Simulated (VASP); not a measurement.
Calculation: PBE GGA, VASP's PBE PAW potentials (set 64) (plane waves; VASP).

A VASP calculation is set up with these files.

**KPOINTS**
```
Automatic mesh
0
Gamma
15 15 15
0 0 0
```

**INCAR**
```
SYSTEM  =  WB
PREC  =  Accurate; ENCUT  =  520; LREAL  =  .FALSE.
LASPH  =  .TRUE.
EDIFF  =  1E-7; NELM  =  100; ALGO  =  Normal
LMAXMIX  =  6
ISMEAR  =  -5
GGA  =  PE
ISIF  =  2
LWAVE  =  .FALSE.; LCHARG  =  .TRUE.; LORBIT  =  11
NEDOS  =  601
```

### POSCAR
```
WB
1
    2.7988632613     0.0000000000     0.0000000000
    0.0000000000     2.7988632613    -0.0000000000
    0.0000000000     0.0000000000     2.7988632613
W B
1 1
Direct
  0.0000000000   0.0000000000   0.0000000000
  0.5000000000   0.5000000000   0.5000000000
```

POTCAR, in this order: W_sv B (PBE.64 set). Program: vasp_std.

The resulting files:

File OSZICAR:
```
       N       E                     dE             d eps       ncg     rms          rms(c)
DAV:   1     0.949375721999E+02    0.94938E+02   -0.88573E+03  2880   0.150E+03
DAV:   2    -0.179327970013E+02   -0.11287E+03   -0.10885E+03  3180   0.367E+02
DAV:   3    -0.208504654587E+02   -0.29177E+01   -0.28219E+01  3556   0.529E+01
DAV:   4    -0.208766114878E+02   -0.26146E-01   -0.26095E-01  3156   0.523E+00
DAV:   5    -0.208769153888E+02   -0.30390E-03   -0.30397E-03  3548   0.538E-01    0.262E+01
DAV:   6    -0.190109508440E+02    0.18660E+01   -0.91655E+00  3172   0.256E+01    0.697E+00
DAV:   7    -0.189550098710E+02    0.55941E-01   -0.25004E-01  3084   0.421E+00    0.467E+00
DAV:   8    -0.189364092183E+02    0.18601E-01   -0.22437E-02  3264   0.157E+00    0.141E-01
DAV:   9    -0.189363230838E+02    0.86135E-04   -0.95704E-04  3380   0.219E-01    0.671E-02
DAV:  10    -0.189363105751E+02    0.12509E-04   -0.10843E-04  3116   0.151E-01    0.655E-03
DAV:  11    -0.189363136950E+02   -0.31199E-05   -0.26413E-06  3444   0.223E-02    0.541E-03
DAV:  12    -0.189363131079E+02    0.58709E-06   -0.66367E-07  3308   0.920E-03    0.554E-04
DAV:  13    -0.189363127729E+02    0.33507E-06   -0.25174E-08  1688   0.188E-03    0.237E-04
DAV:  14    -0.189363127578E+02    0.15027E-07   -0.29064E-09  1600   0.739E-04
   1 F= -.18936313E+02 E0= -.18936313E+02  d E =0.000000E+00
```

File OUTCAR:
```
------------------------ aborting loop because EDIFF is reached ----------------------------------------
  FORCE on cell =-STRESS in cart. coord.  units (eV):
  Direction    XX          YY          ZZ          XY          YZ          ZX
  --------------------------------------------------------------------------------------
  Total       -0.0083169     -0.0083169     -0.0083169      0.0000000     -0.0000000      0.0000000
  in kB       -0.6077504     -0.6077504     -0.6077504      0.0000000     -0.0000000      0.0000000
  external PRESSURE =      -0.6077504 kB  Pullay stress =       0.0000000 kB
  volume of cell :       21.93
      direct lattice vectors                 reciprocal lattice vectors
     2.798863261  0.000000000  0.000000000     0.357287908  0.000000000  0.000000000
     0.000000000  2.798863261  0.000000000     0.000000000  0.357287908  0.000000000
     0.000000000  0.000000000  2.798863261     0.000000000  0.000000000  0.357287908
 POSITION                                       TOTAL-FORCE (eV/Angst)
 -----------------------------------------------------------------------------------
      0.00000      0.00000      0.00000         0.000000      0.000000      0.000000
      1.39943      1.39943      1.39943         0.000000      0.000000      0.000000
 -----------------------------------------------------------------------------------
    total drift:                                0.000000      0.000000      0.000000
  FREE ENERGIE OF THE ION-ELECTRON SYSTEM (eV)
  ---------------------------------------------------
  free  energy   TOTEN  =       -18.9363127578 eV

  energy  without entropy=      -18.9363127578  energy(sigma->0) =      -18.93631276

 total charge

# of ion       s       p       d       tot
------------------------------------------
    1        2.367   6.313   3.477  12.157
    2        0.679   1.102   0.000   1.781
--------------------------------------------------
tot          3.046   7.415   3.477  13.938
```
(Selected blocks of OUTCAR.)

For a metal the tetrahedron method with Blöchl corrections gives inexact stress and forces.

The structure was generated: WB was put into the CsCl type type (Pm-3m), which need not be its known phase. It was relaxed first, which changed the volume by -33 %. The electron count is odd and the run is not spin-polarised, which forces a metal.
